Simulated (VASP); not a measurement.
All values below come from PBE GGA, VASP's PBE PAW potentials (set 64) (plane waves; VASP 6.6.1).

VASP input:

**KPOINTS**
```
Automatic mesh
0
Gamma
14 14 10
0 0 0
```

### INCAR
```
SYSTEM  =  TiAl
PREC  =  Accurate; ENCUT  =  520; LREAL  =  .False.
LASPH  =  .True.
EDIFF  =  1E-7; NELM  =  100; ALGO  =  Normal
LMAXMIX  =  4
ISMEAR  =  -5
GGA  =  PE
ISIF  =  2
LWAVE  =  .False.; LCHARG  =  .True.; LORBIT  =  11
NEDOS  =  601
```

POSCAR:
```
TiAl
8.1271850
  0.3477079704   0.0000000000   0.0000000000
  0.0000000000   0.3477079704   0.0000000000
  0.0000000000   0.0000000000   0.5000000003
Ti Al
1 1
direct
  0.0000000000   0.0000000000   0.0000000000
  0.5000000000   0.5000000000   0.5000000000
```

POTCAR, in this order: Ti_sv Al (PBE.64 set). Program: vasp_std.

The resulting files:

File OSZICAR:
```
       N       E                     dE             d eps       ncg     rms          rms(c)
DAV:   1     0.925513810069E+02    0.92551E+02   -0.74822E+03  4755   0.138E+03
DAV:   2    -0.778412983263E+01   -0.10034E+03   -0.97549E+02  4812   0.338E+02
DAV:   3    -0.137709848397E+02   -0.59869E+01   -0.57567E+01  7575   0.801E+01
DAV:   4    -0.139889586623E+02   -0.21797E+00   -0.21551E+00  6081   0.131E+01
DAV:   5    -0.139985064215E+02   -0.95478E-02   -0.95014E-02  6943   0.246E+00    0.968E+00
DAV:   6    -0.125595746801E+02    0.14389E+01   -0.12958E+01  5927   0.387E+01    0.341E+00
DAV:   7    -0.124044805799E+02    0.15509E+00   -0.12459E+00  5548   0.119E+01    0.190E+00
DAV:   8    -0.123928935798E+02    0.11587E-01   -0.15933E-01  5343   0.444E+00    0.508E-01
DAV:   9    -0.123906339725E+02    0.22596E-02   -0.24179E-02  5586   0.205E+00    0.247E-01
DAV:  10    -0.123909501307E+02   -0.31616E-03   -0.16346E-03  6095   0.472E-01    0.514E-02
DAV:  11    -0.123909505352E+02   -0.40457E-06   -0.31645E-04  5765   0.193E-01    0.431E-02
DAV:  12    -0.123909616566E+02   -0.11121E-04   -0.26978E-05  5542   0.602E-02    0.124E-02
DAV:  13    -0.123909624185E+02   -0.76189E-06   -0.16120E-06  6549   0.138E-02    0.599E-03
DAV:  14    -0.123909622588E+02    0.15965E-06   -0.34846E-07  4951   0.816E-03    0.130E-03
DAV:  15    -0.123909624049E+02   -0.14601E-06   -0.37710E-08  2761   0.210E-03    0.403E-04
DAV:  16    -0.123909624732E+02   -0.68341E-07   -0.10567E-08  2688   0.122E-03
   1 F= -.12390962E+02 E0= -.12390962E+02  d E =0.000000E+00
```

OUTCAR:
```
------------------------ aborting loop because EDIFF is reached ----------------------------------------
  FORCE on cell =-STRESS in cart. coord.  units (eV):
  Direction    XX          YY          ZZ          XY          YZ          ZX
  --------------------------------------------------------------------------------------
  Total       -0.0250124     -0.0250124      0.0742851      0.0000000      0.0000000      0.0000000
  in kB       -1.2349426     -1.2349426      3.6676889      0.0000000      0.0000000      0.0000000
  external PRESSURE =       0.3992679 kB  Pullay stress =       0.0000000 kB
  volume of cell :       32.45
      direct lattice vectors                 reciprocal lattice vectors
     2.825887002  0.000000000  0.000000000     0.353871191  0.000000000  0.000000000
     0.000000000  2.825887002  0.000000000     0.000000000  0.353871191  0.000000000
     0.000000000  0.000000000  4.063592502     0.000000000  0.000000000  0.246087667
 POSITION                                       TOTAL-FORCE (eV/Angst)
 -----------------------------------------------------------------------------------
      0.00000      0.00000      0.00000         0.000000      0.000000      0.000000
      1.41294      1.41294      2.03180         0.000000      0.000000      0.000000
 -----------------------------------------------------------------------------------
    total drift:                               -0.000000      0.000000      0.000000
  FREE ENERGIE OF THE ION-ELECTRON SYSTEM (eV)
  ---------------------------------------------------
  free  energy   TOTEN  =       -12.3909624732 eV

  energy  without entropy=      -12.3909624732  energy(sigma->0) =      -12.39096247

 total charge

# of ion       s       p       d       tot
------------------------------------------
    1        2.201   6.117   1.957  10.275
    2        0.411   0.417   0.000   0.829
--------------------------------------------------
tot          2.612   6.534   1.957  11.103
```
(Selected blocks of OUTCAR.)

For a metal the tetrahedron method with Blöchl corrections gives inexact stress and forces.

The compound is TiAl in the L1_0 structure. It was relaxed first. The electron count is odd and the run is not spin-polarised, which forces a metal.
